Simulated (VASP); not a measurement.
Computed with r2SCAN meta-GGA, VASP's PBE PAW potentials (set 64) (plane waves; VASP 6.6.1).

Input for VASP

### INCAR
```
SYSTEM = NiC
PREC = Accurate
ENCUT = 520
EDIFF = 1E-6
NELM = 100
ALGO = Normal
LREAL = .FALSE.
LASPH = .TRUE.
ISMEAR = 1
SIGMA = 0.1
METAGGA = R2SCAN
LMIXTAU = .TRUE.
LMAXMIX = 4
LWAVE = .FALSE.
LCHARG = .FALSE.
IBRION = 2
ISIF = 3
NSW = 60
EDIFFG = -0.02
```

**KPOINTS**
```
Regular mesh
0
gamma
  11 11 6
0 0 0
```

**POSCAR**
```
NiC
1.0
  2.9981906208   0.0000000000   0.0000000000
 -1.4990953104   2.5965092666   0.0000000000
  0.0000000000   0.0000000000   5.2156537400
Ni C
2 2
Direct
  0.3333330000   0.6666670000   0.0042553570
  0.6666670000   0.3333330000   0.5042553570
  0.3333330000   0.6666670000   0.3707446430
  0.6666670000   0.3333330000   0.8707446430
```

POTCAR, in this order: Ni C (PBE.64 set). Program: vasp_std.

Output of the run:

**OUTCAR**
```
 ion  position               nearest neighbor table
   1  0.333  0.667  0.004-   4 1.87   4 1.87   4 1.87   3 1.91
   2  0.667  0.333  0.504-   3 1.87   3 1.87   3 1.87   4 1.91
   3  0.333  0.667  0.371-   2 1.87   2 1.87   2 1.87   1 1.91
   4  0.667  0.333  0.871-   1 1.87   1 1.87   1 1.87   2 1.91
  LATTYP: Found a hexagonal cell.
 ALAT       =     2.9981906208
 C/A-ratio  =     1.7396004456
 Subroutine PRICEL returns:
 Original cell was already a primitive cell.
 Subroutine GETGRP returns: Found 12 space group operations
The static configuration has the point symmetry C_3v.
 The point group associated with its full space group is C_6v.
The dynamic configuration has the point symmetry C_3v.
 Subroutine INISYM returns: Found 12 space group operations
 Subroutine IBZKPT returns following result:
 Found     64 irreducible k-points:

 Following reciprocal coordinates:
            Coordinates               Weight
  0.000000  0.000000  0.000000      1.000000
  0.090909  0.000000  0.000000      6.000000
  0.181818  0.000000  0.000000      6.000000
  0.272727  0.000000  0.000000      6.000000
  0.363636  0.000000  0.000000      6.000000
  0.454545  0.000000  0.000000      6.000000
  0.090909  0.090909  0.000000      6.000000
  0.181818  0.090909  0.000000     12.000000
  0.272727  0.090909  0.000000     12.000000
  0.363636  0.090909  0.000000     12.000000
  0.454545  0.090909  0.000000      6.000000
  0.181818  0.181818  0.000000      6.000000
  0.272727  0.181818  0.000000     12.000000
  0.363636  0.181818  0.000000     12.000000
  0.272727  0.272727  0.000000      6.000000
  0.363636  0.272727  0.000000      6.000000
  0.000000  0.000000  0.166667      2.000000
  0.090909  0.000000  0.166667     12.000000
  0.181818  0.000000  0.166667     12.000000
  0.272727  0.000000  0.166667     12.000000
  0.363636  0.000000  0.166667     12.000000
  0.454545  0.000000  0.166667     12.000000
  0.090909  0.090909  0.166667     12.000000
  0.181818  0.090909  0.166667     24.000000
  0.272727  0.090909  0.166667     24.000000
  0.363636  0.090909  0.166667     24.000000
  0.454545  0.090909  0.166667     12.000000
  0.181818  0.181818  0.166667     12.000000
  0.272727  0.181818  0.166667     24.000000
  0.363636  0.181818  0.166667     24.000000
  0.272727  0.272727  0.166667     12.000000
  0.363636  0.272727  0.166667     12.000000
  0.000000  0.000000  0.333333      2.000000
  0.090909  0.000000  0.333333     12.000000
  0.181818  0.000000  0.333333     12.000000
  0.272727  0.000000  0.333333     12.000000
  0.363636  0.000000  0.333333     12.000000
  0.454545  0.000000  0.333333     12.000000
  0.090909  0.090909  0.333333     12.000000
  0.181818  0.090909  0.333333     24.000000
   k-points           NKPTS =     64   k-points in BZ     NKDIM =     64   number of bands    NBANDS=     18
   number of dos      NEDOS =    301   number of ions     NIONS =      4
   total plane-waves  NPLWV =  23040
   dimension x,y,z NGX =    24 NGY =   24 NGZ =   40
   dimension x,y,z NGXF=    48 NGYF=   48 NGZF=   80
   ions per type =               2   2
   PREC   = accura    normal or accurate (medium, high low for compatibility)
   ISTART =      0    job   : 0-new  1-cont  2-samecut
   ICHARG =      2    charge: 1-file 2-atom 10-const
   ISPIN  =      1    spin polarized calculation?
   LNONCOLLINEAR =      F non collinear calculations
   LSORBIT =      F    spin-orbit coupling
   INIWAV =      1    electr: 0-lowe 1-rand  2-diag
   ENCUT  =  520.0 eV  38.22 Ry    6.18 a.u.   5.57  5.57  9.70*2*pi/ulx,y,z
   NELM   =    100;   NELMIN=  2; NELMDL= -5     # of ELM steps
...
```

**OSZICAR**
```
       N       E                     dE             d eps       ncg     rms          rms(c)
DAV:   1     0.154206326178E+03    0.15421E+03   -0.14086E+04  2304   0.202E+03
DAV:   2    -0.334557028098E+02   -0.18766E+03   -0.18082E+03  2330   0.355E+02
DAV:   3    -0.525735755568E+02   -0.19118E+02   -0.18183E+02  2734   0.123E+02
DAV:   4    -0.534786498977E+02   -0.90507E+00   -0.89357E+00  2452   0.264E+01
DAV:   5    -0.535056856796E+02   -0.27036E-01   -0.27026E-01  2534   0.465E+00    0.316E+01
DAV:   6    -0.591848965894E+02   -0.56792E+01   -0.14966E+02  2816   0.275E+02    0.453E+01
DAV:   7    -0.398265059477E+02    0.19358E+02   -0.38495E+01  2582   0.150E+02    0.761E+00
DAV:   8    -0.400157443115E+02   -0.18924E+00   -0.93766E+00  3272   0.452E+01    0.387E+00
DAV:   9    -0.399439283602E+02    0.71816E-01   -0.71847E-01  3296   0.124E+01    0.885E-01
DAV:  10    -0.397457523470E+02    0.19818E+00   -0.36470E-01  2450   0.432E+00    0.555E-01
DAV:  11    -0.399839731644E+02   -0.23822E+00   -0.15766E-01  2304   0.336E+00    0.305E-01
DAV:  12    -0.399881172541E+02   -0.41441E-02   -0.65773E-03  2898   0.103E+00    0.291E-01
DAV:  13    -0.399857059894E+02    0.24113E-02   -0.51052E-03  3120   0.114E+00    0.109E-01
DAV:  14    -0.399874045404E+02   -0.16986E-02   -0.10860E-03  2782   0.513E-01    0.543E-02
DAV:  15    -0.399873653856E+02    0.39155E-04   -0.24967E-04  2742   0.114E-01    0.165E-02
DAV:  16    -0.399873717905E+02   -0.64049E-05   -0.37700E-05  2650   0.629E-02    0.138E-02
DAV:  17    -0.399873958938E+02   -0.24103E-04   -0.10961E-05  2318   0.415E-02    0.480E-03
DAV:  18    -0.399873917330E+02    0.41608E-05   -0.38030E-06  2262   0.180E-02    0.204E-03
DAV:  19    -0.399873944968E+02   -0.27637E-05   -0.38450E-07  1152   0.616E-03    0.117E-03
DAV:  20    -0.399873924847E+02    0.20120E-05   -0.16380E-07  1152   0.775E-03    0.517E-04
DAV:  21    -0.399873940760E+02   -0.15912E-05   -0.27360E-08  1152   0.354E-03    0.265E-04
DAV:  22    -0.399873933554E+02    0.72062E-06   -0.24677E-08  1152   0.163E-03
   1 F= -.39987393E+02 E0= -.39987072E+02  d E =-.399874E+02
       N       E                     dE             d eps       ncg     rms          rms(c)
DAV:   1    -0.400970578385E+02   -0.10966E+00   -0.12218E+00  2426   0.211E+01    0.308E+00
DAV:   2    -0.401929799151E+02   -0.95922E-01   -0.14215E+00  2320   0.304E+01    0.377E+00
DAV:   3    -0.399890653387E+02    0.20391E+00   -0.53856E-01  2304   0.193E+01    0.528E-01
DAV:   4    -0.399883656053E+02    0.69973E-03   -0.40217E-02  2342   0.140E+00    0.288E-01
DAV:   5    -0.399877786633E+02    0.58694E-03   -0.12822E-03  3050   0.832E-01    0.117E-01
DAV:   6    -0.399874560882E+02    0.32258E-03   -0.13771E-03  3440   0.319E-01    0.470E-02
DAV:   7    -0.399876493163E+02   -0.19323E-03   -0.17629E-04  2304   0.146E-01    0.215E-02
DAV:   8    -0.399876652132E+02   -0.15897E-04   -0.45831E-05  2434   0.549E-02    0.130E-02
DAV:   9    -0.399876587870E+02    0.64262E-05   -0.20123E-05  2740   0.931E-02    0.818E-03
DAV:  10    -0.399876627673E+02   -0.39803E-05   -0.36808E-06  1592   0.493E-02    0.300E-03
DAV:  11    -0.399876608102E+02    0.19570E-05   -0.10289E-06  1152   0.199E-02    0.196E-03
DAV:  12    -0.399876614630E+02   -0.65279E-06   -0.29031E-07  1152   0.894E-03
   2 F= -.39987661E+02 E0= -.39987257E+02  d E =-.268108E-03
       N       E                     dE             d eps       ncg     rms          rms(c)
DAV:   1    -0.400144912474E+02   -0.26830E-01   -0.28088E-01  2410   0.102E+01    0.147E+00
DAV:   2    -0.400375432951E+02   -0.23052E-01   -0.33936E-01  2332   0.147E+01    0.181E+00
DAV:   3    -0.399897229518E+02    0.47820E-01   -0.11989E-01  2304   0.919E+00    0.279E-01
DAV:   4    -0.399894349732E+02    0.28798E-03   -0.82136E-03  2312   0.679E-01    0.125E-01
DAV:   5    -0.399893045972E+02    0.13038E-03   -0.50899E-04  3198   0.538E-01    0.353E-02
DAV:   6    -0.399892837419E+02    0.20855E-04   -0.41056E-04  2306   0.190E-01    0.276E-02
DAV:   7    -0.399893670956E+02   -0.83354E-04   -0.50865E-05  2778   0.653E-02    0.109E-02
DAV:   8    -0.399893644855E+02    0.26100E-05   -0.22397E-05  2776   0.506E-02    0.638E-03
DAV:   9    -0.399893721490E+02   -0.76634E-05   -0.70394E-06  2252   0.477E-02    0.419E-03
DAV:  10    -0.399893698890E+02    0.22599E-05   -0.10348E-06  1152   0.257E-02    0.156E-03
DAV:  11    -0.399893716470E+02   -0.17579E-05   -0.28954E-07  1152   0.132E-02    0.173E-03
DAV:  12    -0.399893707927E+02    0.85421E-06   -0.69205E-08  1152   0.693E-03
   3 F= -.39989371E+02 E0= -.39989011E+02  d E =-.197744E-02
```

### OUTCAR
```
------------------------ aborting loop because EDIFF is reached ----------------------------------------
  FORCE on cell =-STRESS in cart. coord.  units (eV):
  Direction    XX          YY          ZZ          XY          YZ          ZX
  --------------------------------------------------------------------------------------
  Total        0.0679999      0.0679999     -0.0688020      0.0000000      0.0000000     -0.0000000
  in kB        2.7053006      2.7053007     -2.7372118      0.0000000      0.0000000     -0.0000000
  external PRESSURE =       0.8911298 kB  Pullay stress =       0.0000000 kB
  volume of cell :       40.27
      direct lattice vectors                 reciprocal lattice vectors
     2.990692238  0.000000000  0.000000000     0.334370748  0.193049039  0.000000000
    -1.495346119  2.590015477  0.000000000     0.000000000  0.386098079  0.000000000
    -0.000000000  0.000000000  5.199110696     0.000000000  0.000000000  0.192340586
 POSITION                                       TOTAL-FORCE (eV/Angst)
 -----------------------------------------------------------------------------------
     -0.00000      1.72668      0.02066         0.000000      0.000000     -0.008411
      1.49535      0.86334      2.62021         0.000000     -0.000000     -0.008411
     -0.00000      1.72668      1.92901         0.000000     -0.000000      0.008411
      1.49535      0.86334      4.52856        -0.000000      0.000000      0.008411
 -----------------------------------------------------------------------------------
    total drift:                               -0.000373      0.000216     -0.014488
  FREE ENERGIE OF THE ION-ELECTRON SYSTEM (eV)
  ---------------------------------------------------
  free  energy   TOTEN  =       -39.9893707927 eV

  energy  without entropy=      -39.9882917467  energy(sigma->0) =      -39.98901111

 reached required accuracy - stopping structural energy minimisation
```
(Selected blocks of OUTCAR.)

File CONTCAR:
```
NiC
   1.00000000000000
     2.9906922382156895    0.0000000000000000    0.0000000000000000
    -1.4953461191078448    2.5900154766176318    0.0000000000000000
    -0.0000000000000000    0.0000000000000000    5.1991106963898810
  Ni              C
     2     2
Direct
     0.3333330000000032    0.6666669999999968    0.0039735211734554
     0.6666669999999968    0.3333330000000032    0.5039735211734555
     0.3333330000000032    0.6666669999999968    0.3710264788265445
     0.6666669999999968    0.3333330000000032    0.8710264788265445
```

OUTCAR:
```
 val. band max:        7.0787803010   @ k =   0.2727   0.0909   0.3333

 cond. band min:       7.1141609110   @ k =   0.4545   0.0909   0.0000


 Fermi energy:         7.1105196162

 k-point     1 :       0.0000    0.0000    0.0000
  band No.  band energies     occupation
      1      -7.3470      2.00000
      2      -5.0798      2.00000
      3       0.6360      2.00000
      4       1.7876      2.00000
      5       2.0559      2.00000
      6       2.0559      2.00000
      7       2.3698      2.00000
      8       2.3698      2.00000
      9       4.0919      2.00000
     10       4.0919      2.00000
     11       4.5463      2.00000
     12       4.5463      2.00000
     13       5.2660      2.00000
     14      10.1385      0.00000
     15      10.1385      0.00000
     16      11.2971      0.00000
     17      11.7475      0.00000
     18      11.7475      0.00000

 k-point     2 :       0.0909    0.0000    0.0000
  band No.  band energies     occupation
      1      -7.2061      2.00000
      2      -4.9916      2.00000
      3       0.7569      2.00000
      4       1.8436      2.00000
      5       1.9644      2.00000
      6       2.1003      2.00000
      7       2.3213      2.00000
      8       2.4356      2.00000
      9       4.0311      2.00000
     10       4.0826      2.00000
     11       4.5536      2.00000
     12       4.5775      2.00000
     13       5.2417      2.00000
     14       9.6421      0.00000
     15       9.9009      0.00000
     16      11.1911      0.00000
     17      11.3636      0.00000
     18      11.6274      0.00000

 k-point     3 :       0.1818    0.0000    0.0000
  band No.  band energies     occupation
      1      -6.7996      2.00000
      2      -4.7511      2.00000
      3       1.0551      2.00000
      4       1.7599      2.00000
      5       1.9709      2.00000
      6       2.2076      2.00000
      7       2.2427      2.00000
      8       2.6221      2.00000
      9       3.8781      2.00000
...
```

The structure was generated: NiC was put into the wurtzite type (P6_3mc), which need not be its known phase. This run relaxes it. Symmetry was kept, so distortions that lower it aren't found. The start is the result of an earlier pass. The run is not spin-polarised, so no magnetic state was tried.
